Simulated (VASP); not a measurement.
Set up this calculation in VASP 6.6.1, as the native input.

```yaml
Task: single point
Functional: PBE
Potentials_or_basis: VASP PAW PBE potentials, release 64 (Mg, Li_sv)
Cutoff: 520 eV
k_mesh: 5 × 5 × 5
Occupations: gaussian, width 0.1 eV
Spin: no spin polarisation
Dipole_correction: no
Further_INCAR_settings: LREAL = Auto; ALGO = Fast; EDIFF = 1e-07; NBANDS = 32
```

The structure of Li5Mg11 lies in POSCAR:

```
Li5Mg11
1.0
    7.4044480000      0.2710300000      0.2207780000
    0.2809080000      7.4905240000     -0.1831420000
    0.2481180000     -0.1926930000      6.3068590000
Mg Li
11 5
Direct
    0.5649571698      0.7871922056      0.1134712423
    0.7250021200      0.4421591351      0.8730005493
    0.9765053250      0.7040287333      0.6277835534
    0.0631456010      0.2837751879      0.6184747129
    0.2226847920      0.9492183266      0.3688013819
    0.3125203046      0.5347852244      0.8635803466
    0.0580654665      0.2823815984      0.1195316983
    0.9756399524      0.7037175028      0.1289506486
    0.5618969418      0.7921711826      0.6158621241
    0.3176545770      0.5316477205      0.3649111109
    0.4824711157      0.1940335519      0.1114213802
    0.8190303009      0.0365848588      0.8699227660
    0.2251290530      0.9480570829      0.8708018056
    0.4748036247      0.2010739524      0.6163543676
    0.8126094759      0.0393078820      0.3731088693
    0.7274096607      0.4513784459      0.3755117786
```

The cell was built by a generator and needn't be a form met in nature.

The input as run:

INCAR

```
SYSTEM = Li5Mg11
PREC     = Accurate       ! precision mode
ENCUT    = 520            ! plane-wave cutoff, eV
EDIFF    = 1E-7           ! SCF threshold, eV
ISMEAR   = 0              ! smearing method
SIGMA    = 0.1            ! smearing width, eV
LREAL    = Auto         
LASPH    = .True.         ! aspherical terms in the spheres
NELM     = 100            ! most SCF steps
ALGO     = Fast           ! electronic algorithm
ISIF     = 2              ! what is computed and relaxed
LWAVE    = .False.        ! write WAVECAR
LCHARG   = .True.         ! write CHGCAR
GGA      = PE             ! functional
LELF     = .True.         ! ELF
LVHAR    = .True.       
NBANDS   = 32             ! bands
```

KPOINTS

```
Automatic mesh
0
Gamma
  5 5 5
  0 0 0
```

Potentials or basis: VASP PAW PBE potentials, release 64 (Mg, Li_sv).

Run with:

```bash
$ cat potpaw_PBE.64/Mg/POTCAR potpaw_PBE.64/Li_sv/POTCAR > POTCAR
$ mpirun -np 1 vasp_std > vasp.out
```

It gave:

```
Largest force          : 0.059 eV/Å
Band gap on the k mesh : none (metal or under the smearing width)
```

Run time: 63 min on 1 thread of Intel(R) Xeon(R) Platinum 8375C CPU @ 2.90GHz (Ice Lake), with other jobs on the host, peak memory 0.63 GiB.
